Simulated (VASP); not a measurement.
Given:

```
WS2
1.0
    1.59682    -2.76578     0.00000
    1.59682     2.76578     0.00000
    0.00000     0.00000    12.51793
W S
2 4
Direct
  0.33333   0.66667   0.25000
  0.66667   0.33333   0.75000
  0.33333   0.66667   0.87606
  0.66667   0.33333   0.37606
  0.66667   0.33333   0.12394
  0.33333   0.66667   0.62394
```

The numbers are results of optB88-vdW, VASP's PBE PAW potentials (set 64) (plane waves; VASP), not measurements. Run with 520 eV cut-off, 9×9×2 Γ-centred mesh, tetrahedra with Blöchl corrections, potentials W_sv S.

The cores are frozen, which limits the accuracy of field gradients.

### Question
Give the principal components of the electric field gradient (V/Å²) and the asymmetry η at each nucleus.

### Answer

```csv
atom,Vxx,Vyy,Vzz,η
W1,78.6,78.6,-157.3,0.00
W2,78.6,78.6,-157.3,0.00
S3,21.8,21.8,-43.7,0.00
S4,21.8,21.8,-43.7,0.00
S5,21.8,21.8,-43.7,0.00
S6,21.8,21.8,-43.7,0.00
```

The compound is WS2 in the 2H layered structure. It was relaxed first.
